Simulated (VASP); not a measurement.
# Y: surface energy and work function by face, part 4 of 5

How do surface energy, work function and relaxation of Y depend on the face?

VASP 6.6.1; PBEsol; plane waves and PAW (Y_sv).

So far. Step 4 (Relaxing the slab, 8 atoms, face Y(0001)): The run ended after 5 ionic steps, 0.009 eV below its first step, once the forces on the free atoms met EDIFFG = -0.03. Step 5 (Vacuum level and density of states, 8 atoms, face …): The vacuum level lies 3.28 eV above the Fermi level at the upper face; both faces agree, as the slab has next to no dipole.

## Step 6: Relaxing the slab, 12 atoms, face Y(10-10)

System of this step: Y(10-10). The cell holds 12 atoms: 12 Y. Its edges and angles: a = 3.595 Å, b = 5.588 Å, c = 31.604 Å, α = 90.0°, β = 90.0°, γ = 90.0°. It derives from Y. 12 layers of hcp Y, cut at this functional's lattice. Vacuum lies along c.

Input file INCAR:

```
SYSTEM = Y
PREC = Normal
ENCUT = 320
EDIFF = 1E-05
NELM = 120
ISMEAR = 1
SIGMA = 0.15
LREAL = .FALSE.
ALGO = Fast
GGA = PS
NBANDS = 81
LASPH = .TRUE.
LORBIT = 11
LWAVE = .FALSE.
LCHARG = .FALSE.
KPAR = 4
IBRION = 2
NSW = 40
ISIF = 2
EDIFFG = -0.03
POTIM = 0.4
MAXMIX = 40
```

Input file POSCAR:

```
Y
1.0
    3.5948180247      0.0000000000      0.0000000000
    0.0000000000      5.5878073438      0.0000000000
    0.0000000000      0.0000000000     31.6037532340
Y
12
Direct
    0.0000000000      0.0000000000      0.2373135900
    0.5000000000      0.0000000000      0.3358209900
    0.5000000000      0.5000000000      0.2701493900
    0.0000000000      0.0000000000      0.4343284000
    0.0000000000      0.5000000000      0.3686567900
    0.5000000000      0.0000000000      0.5328358000
    0.5000000000      0.5000000000      0.4671642000
    0.0000000000      0.0000000000      0.6313432100
    0.0000000000      0.5000000000      0.5656716000
    0.5000000000      0.0000000000      0.7298506100
    0.5000000000      0.5000000000      0.6641790100
    0.0000000000      0.5000000000      0.7626864100
```

Input file KPOINTS:

```
Automatic mesh
0
Gamma
8 6 1
0 0 0
```

Potentials, in the order of the species: Y_sv (PBE family, release 64).

On the command line:

```bash
> mpirun -np 4 vasp_std
```

The log of the run:

```text
[banner, memory and clock lines left out]
running    4 mpi-ranks, on    1 nodes
 distrk:  each k-point on    1 cores,    4 groups
 distr:  one band on    1 cores,    1 groups

 POSCAR found type information on POSCAR Y
 POSCAR found :  1 types and      12 ions
 [... a notice as in an earlier step ...]

 LDA part: xc-table for (Slater+PW92), standard interpolation
 POSCAR, INCAR and KPOINTS ok, starting setup
 FFT: planning ... GRIDC
 FFT: planning ... GRID_SOFT
 FFT: planning ... GRID
 WAVECAR not read
 entering main loop
       N       E                     dE             d eps       ncg     rms          rms(c)
DAV:   1     0.653764385379E+03    0.65376E+03   -0.53221E+04  4128   0.105E+03
DAV:   2     0.138658664303E+02   -0.63990E+03   -0.61684E+03  3575   0.308E+02
DAV:   3    -0.689518568653E+02   -0.82818E+02   -0.80358E+02  5166   0.596E+01
DAV:   4    -0.839772188727E+02   -0.15025E+02   -0.14857E+02  5592   0.247E+01
DAV:   5    -0.858157206107E+02   -0.18385E+01   -0.18342E+01  4880   0.733E+00    0.920E+01
RMM:   6    -0.130801211251E+03   -0.44985E+02   -0.14355E+02  4050   0.142E+01    0.811E+01
RMM:   7    -0.120714980089E+03    0.10086E+02   -0.65301E+01  4163   0.117E+01    0.928E+01
RMM:   8    -0.792686605082E+02    0.41446E+02   -0.98276E+00  4173   0.601E+00    0.142E+01
RMM:   9    -0.811678111026E+02   -0.18992E+01   -0.65878E+00  4403   0.403E+00    0.284E+01
RMM:  10    -0.795615231993E+02    0.16063E+01   -0.30156E+00  4299   0.253E+00    0.121E+01
RMM:  11    -0.791182468624E+02    0.44328E+00   -0.63194E-01  4498   0.128E+00    0.610E+00
RMM:  12    -0.790691734362E+02    0.49073E-01   -0.33563E-01  4625   0.771E-01    0.534E+00
RMM:  13    -0.790815266940E+02   -0.12353E-01   -0.21706E-01  4148   0.985E-01    0.347E+00
RMM:  14    -0.790592851461E+02    0.22242E-01   -0.24044E-01  4234   0.950E-01    0.371E+00
RMM:  15    -0.790483955810E+02    0.10890E-01   -0.78659E-02  4816   0.414E-01    0.253E+00
RMM:  16    -0.790450592701E+02    0.33363E-02   -0.37750E-02  4929   0.301E-01    0.141E+00
RMM:  17    -0.790440019359E+02    0.10573E-02   -0.27435E-02  4818   0.190E-01    0.475E-01
RMM:  18    -0.790448441636E+02   -0.84223E-03   -0.16094E-02  5068   0.114E-01    0.219E-01
RMM:  19    -0.790457043845E+02   -0.86022E-03   -0.10618E-02  4909   0.826E-02    0.131E-01
RMM:  20    -0.790467654116E+02   -0.10610E-02   -0.89873E-03  4726   0.657E-02    0.258E-01
RMM:  21    -0.790473056264E+02   -0.54021E-03   -0.62499E-03  4559   0.565E-02    0.792E-02
RMM:  22    -0.790478739135E+02   -0.56829E-03   -0.56562E-03  4156   0.440E-02    0.118E-01
RMM:  23    -0.790482958795E+02   -0.42197E-03   -0.40792E-03  3505   0.349E-02    0.126E-01
RMM:  24    -0.790486259780E+02   -0.33010E-03   -0.34982E-03  3027   0.270E-02    0.781E-02
RMM:  25    -0.790489230871E+02   -0.29711E-03   -0.26071E-03  3027   0.236E-02    0.434E-02
RMM:  26    -0.790491817429E+02   -0.25866E-03   -0.23513E-03  2816   0.198E-02    0.971E-03
RMM:  27    -0.790494018647E+02   -0.22012E-03   -0.17586E-03  2604   0.170E-02    0.527E-03
RMM:  28    -0.790495919176E+02   -0.19005E-03   -0.16440E-03  2054   0.135E-02    0.195E-02
RMM:  29    -0.790497313732E+02   -0.13946E-03   -0.12382E-03  1846   0.121E-02    0.120E-02
RMM:  30    -0.790498522553E+02   -0.12088E-03   -0.11845E-03  1632   0.107E-02    0.169E-02
[...]
RMM:  40    -0.790504146694E+02   -0.30862E-04   -0.31436E-04  1132   0.535E-03    0.444E-02
RMM:  41    -0.790504405910E+02   -0.25922E-04   -0.25140E-04  1081   0.505E-03    0.504E-02
RMM:  42    -0.790504643177E+02   -0.23727E-04   -0.24937E-04  1070   0.489E-03    0.498E-02
RMM:  43    -0.790504819796E+02   -0.17662E-04   -0.19892E-04  1364   0.513E-03    0.456E-02
RMM:  44    -0.790505004382E+02   -0.18459E-04   -0.19869E-04  1310   0.500E-03    0.429E-02
RMM:  45    -0.790505156800E+02   -0.15242E-04   -0.15813E-04  1162   0.467E-03    0.432E-02
RMM:  46    -0.790505309895E+02   -0.15310E-04   -0.15933E-04  1078   0.442E-03    0.451E-02
RMM:  47    -0.790505424854E+02   -0.11496E-04   -0.12605E-04  1387   0.473E-03    0.397E-02
RMM:  48    -0.790505548190E+02   -0.12334E-04   -0.12791E-04  1116   0.426E-03    0.385E-02
RMM:  49    -0.790505647260E+02   -0.99070E-05   -0.10156E-04  1003   0.408E-03    0.389E-02
RMM:  50    -0.790505747574E+02   -0.10031E-04   -0.10228E-04   936   0.393E-03    0.402E-02
RMM:  51    -0.790505809477E+02   -0.61903E-05   -0.84321E-05  1592   0.508E-03
   1 F= -.79050581E+02 E0= -.79056968E+02  d E =-.790506E+02
 curvature:   0.00 expect dE= 0.000E+00 dE for cont linesearch  0.000E+00
 trial: gam= 0.00000 g(F)=  0.250E-01 g(S)=  0.000E+00 ort = 0.000E+00 (trialstep = 0.100E+01)
 search vector abs. value=  0.250E-01
 bond charge predicted
       N       E                     dE             d eps       ncg     rms          rms(c)
DAV:   1    -0.790596553712E+02   -0.90806E-02   -0.24372E+00  4120   0.608E+00    0.637E-01
RMM:   2    -0.790897898380E+02   -0.30134E-01   -0.19185E-01  3972   0.122E+00    0.166E+00
RMM:   3    -0.790800618861E+02    0.97280E-02   -0.16566E-02  4548   0.409E-01    0.984E-01
RMM:   4    -0.790776544304E+02    0.24075E-02   -0.52042E-02  4835   0.422E-01    0.157E+00
RMM:   5    -0.790733412213E+02    0.43132E-02   -0.81635E-03  4423   0.232E-01    0.215E-01
RMM:   6    -0.790751678195E+02   -0.18266E-02   -0.72733E-03  4805   0.161E-01    0.568E-01
RMM:   7    -0.790741598205E+02    0.10080E-02   -0.10980E-03  4761   0.855E-02    0.315E-01
RMM:   8    -0.790736516851E+02    0.50814E-03   -0.26461E-03  5024   0.970E-02    0.572E-01
RMM:   9    -0.790748324914E+02   -0.11808E-02   -0.42934E-03  5065   0.860E-02    0.895E-01
RMM:  10    -0.790748262040E+02    0.62874E-05   -0.93739E-04  4742   0.467E-02    0.907E-01
RMM:  11    -0.790740996074E+02    0.72660E-03   -0.37716E-04  4700   0.394E-02    0.725E-01
RMM:  12    -0.790741182274E+02   -0.18620E-04   -0.17396E-04  4129   0.250E-02    0.762E-01
RMM:  13    -0.790738513845E+02    0.26684E-03   -0.13268E-04  3841   0.259E-02    0.574E-01
RMM:  14    -0.790737088354E+02    0.14255E-03   -0.10799E-04  3284   0.186E-02    0.457E-01
RMM:  15    -0.790736328027E+02    0.76033E-04   -0.86708E-05  3021   0.151E-02    0.350E-01
RMM:  16    -0.790736988924E+02   -0.66090E-04   -0.39725E-05  2575   0.110E-02    0.403E-01
RMM:  17    -0.790736214087E+02    0.77484E-04   -0.24528E-05  2312   0.959E-03    0.314E-01
RMM:  18    -0.790736217714E+02   -0.36270E-06   -0.11889E-05  1856   0.676E-03
   2 F= -.79073622E+02 E0= -.79079750E+02  d E =-.230408E-01
[... from here on, the cycles between the ionic steps are left out ...]
   3 F= -.79105933E+02 E0= -.79110646E+02  d E =-.553517E-01
   4 F= -.79116983E+02 E0= -.79119035E+02  d E =-.664020E-01
[...]
WARNING in EDDRMM: call to ZHEGV failed, returncode =   8  4     34
[...]
WARNING in EDDRMM: call to ZHEGV failed, returncode =   6  3     34
   5 F= -.79121576E+02 E0= -.79124580E+02  d E =-.709948E-01
   6 F= -.79121576E+02 E0= -.79124503E+02  d E =-.709947E-01
[...]
WARNING in EDDRMM: call to ZHEGV failed, returncode =   8  4     32
WARNING in EDDRMM: call to ZHEGV failed, returncode =   8  4     22
   7 F= -.79123295E+02 E0= -.79126130E+02  d E =-.171962E-02
[...]
WARNING in EDDRMM: call to ZHEGV failed, returncode =   6  3     55
   8 F= -.79125366E+02 E0= -.79127929E+02  d E =-.379004E-02
   9 F= -.79125365E+02 E0= -.79127919E+02  d E =-.378971E-02
 curvature:  -3.98 expect dE=-0.693E-03 dE for cont linesearch -0.360E-05
 trial: gam= 0.15791 g(F)=  0.174E-03 g(S)=  0.000E+00 ort =-0.313E-04 (trialstep = 0.302E+01)
 search vector abs. value=  0.191E-03
 bond charge predicted
       N       E                     dE             d eps       ncg     rms          rms(c)
DAV:   1    -0.791250112928E+02    0.35083E-03   -0.15987E-01  3798   0.157E+00    0.125E-01
RMM:   2    -0.791257129537E+02   -0.70166E-03   -0.78921E-03  3806   0.274E-01    0.964E-02
RMM:   3    -0.791257563244E+02   -0.43371E-04   -0.99370E-04  4641   0.958E-02    0.895E-02
RMM:   4    -0.791257893113E+02   -0.32987E-04   -0.33235E-04  4987   0.501E-02    0.699E-02
RMM:   5    -0.791257883900E+02    0.92123E-06   -0.13918E-04  4547   0.320E-02    0.325E-02
RMM:   6    -0.791258110617E+02   -0.22672E-04   -0.85071E-05  3687   0.222E-02    0.302E-02
RMM:   7    -0.791257809570E+02    0.30105E-04   -0.38709E-05  2785   0.140E-02    0.302E-02
WARNING in EDDRMM: call to ZHEGV failed, returncode =   8  4     71
RMM:   8    -0.791257858716E+02   -0.49145E-05   -0.17341E-05  2213   0.985E-03
  10 F= -.79125786E+02 E0= -.79128341E+02  d E =-.420539E-03
 trial-energy change:   -0.000421  1 .order   -0.000436   -0.000511   -0.000361
 step:  10.2820(harm= 10.2820)  dis= 0.01258  next Energy=   -79.126234 (dE=-0.869E-03)
 reached required accuracy - stopping structural energy minimisation
```

Run time: 9.9 min. Hardware: 4 MPI ranks of Intel Xeon 6975P-C (Granite Rapids), shared host; peak memory 2 GiB.

OUTCAR, selected parts (step 6):

```text
   k-points           NKPTS =     20   k-points in BZ     NKDIM =     20   number of bands    NBANDS=     81

   ENCUT  =  320.0 eV  23.52 Ry    4.85 a.u.   5.24  8.15 46.10*2*pi/ulx,y,z

   NELECT =     132.0000    total number of electrons

 E-fermi :   0.5431

 k-point     1 :       0.0000    0.0000    0.0000
  band No.  band energies     occupation
    ...
     61      -0.2101      2.00000
     62       0.0557      2.00004
     63       0.4281      1.96190
     64       0.5226      1.22933
     65       0.5621      0.78719
     66       0.6214      0.23581
     67       0.9161     -0.00246
     68       0.9483     -0.00090
     69       1.2074     -0.00000
     70       1.4189     -0.00000
    ...

  Total       -1.3153656     -3.4132256     -1.0880997      0.0000000      0.0000000      0.0000000
  in kB       -3.3197094     -8.6142720     -2.7461375      0.0000000      0.0000000      0.0000000
  external PRESSURE =      -4.8933730 kB  Pullay stress =       0.0000000 kB

 POSITION                                       TOTAL-FORCE (eV/Angst)
 -----------------------------------------------------------------------------------
      0.00000      0.00000      7.54960         0.000000      0.000000      0.022420
      1.79741      0.00000     10.53610         0.000000      0.000000      0.013276
      1.79741      2.79390      8.62796         0.000000      0.000000      0.002156
      0.00000      0.00000     13.72294         0.000000      0.000000      0.008290
      0.00000      2.79390     11.61526         0.000000      0.000000      0.021164
      1.79741      0.00000     16.83468         0.000000      0.000000     -0.004942
      1.79741      2.79390     14.76907         0.000000      0.000000      0.004942
      0.00000      0.00000     19.98850         0.000000      0.000000     -0.021164
      0.00000      2.79390     17.88081         0.000000      0.000000     -0.008290
      1.79741      0.00000     22.97580         0.000000      0.000000     -0.002156
      1.79741      2.79390     21.06766         0.000000      0.000000     -0.013276
      0.00000      2.79390     24.05416         0.000000      0.000000     -0.022420
 -----------------------------------------------------------------------------------
    total drift:                               -0.000000      0.000000     -0.000000

  FREE ENERGIE OF THE ION-ELECTRON SYSTEM (eV)
  ---------------------------------------------------
  free  energy   TOTEN  =       -79.1257858716 eV

  energy  without entropy=      -79.1334511696  energy(sigma->0) =      -79.12834097

[... 1 part as in an earlier step ...]

[... 15 further parts left out ...]
```

The run keeps the 8 symmetry operations of its start, so it cannot find a distortion of lower symmetry.

Relaxation path:

```tsv
step	energy less that of the first step (eV)	largest force (eV/Å)
1	0.0000	0.4031
2	-0.0230	0.3251
3	-0.0554	0.1855
4	-0.0664	0.1634
5	-0.0710	0.0783
6	-0.0710	0.0822
7	-0.0727	0.0604
8	-0.0748	0.0328
9	-0.0748	0.0351
10	-0.0752	0.0224
```

The atoms that moved most (Å):

```tsv
atom	dx	dy	dz	length
Y3	0.000	0.000	0.090	0.090
Y10	0.000	0.000	-0.090	0.090
Y11	0.000	0.000	0.077	0.077
Y2	0.000	0.000	-0.077	0.077
Y12	0.000	0.000	-0.050	0.050
Y1	0.000	0.000	0.050	0.050
Y5	0.000	0.000	-0.036	0.036
Y8	0.000	0.000	0.036	0.036
```

Final coordinates:

```xyz
12
Lattice="3.5948 0.0000 0.0000 0.0000 5.5878 0.0000 0.0000 0.0000 31.6038" Properties=species:S:1:pos:R:3
Y     0.0000    0.0000    7.5496
Y     1.7974    0.0000   10.5361
Y     1.7974    2.7939    8.6280
Y     0.0000    0.0000   13.7229
Y     0.0000    2.7939   11.6153
Y     1.7974    0.0000   16.8347
Y     1.7974    2.7939   14.7691
Y     0.0000    0.0000   19.9885
Y     0.0000    2.7939   17.8808
Y     1.7974    0.0000   22.9758
Y     1.7974    2.7939   21.0677
Y     0.0000    2.7939   24.0542
```

This step gave:

* electronic cycles: 146
* electrons: 132
* free energy (TOTEN): -79.1258 eV
* energy at zero smearing: -79.1283 eV
* Fermi energy: 0.5431 eV

The run ended after 10 ionic steps, 0.075 eV below its first step, once the forces on the free atoms met EDIFFG = -0.03.

[end of part 4 of 5]

[Lines on the potential files, build, host, timing and source positions are cut from VASP's logs without a mark.]

[Logs are printed without paths, hosts, clocks, repeated set-up lines and the standing remarks that a program may print on its own settings, such as how far it seeks lower states.]

[Hosts, paths, dates, database ids (printed as entryN), source tags and the programs' standing remarks are cut or masked in the printed files.]

[Runs that stopped without an error message from VASP are left out.]
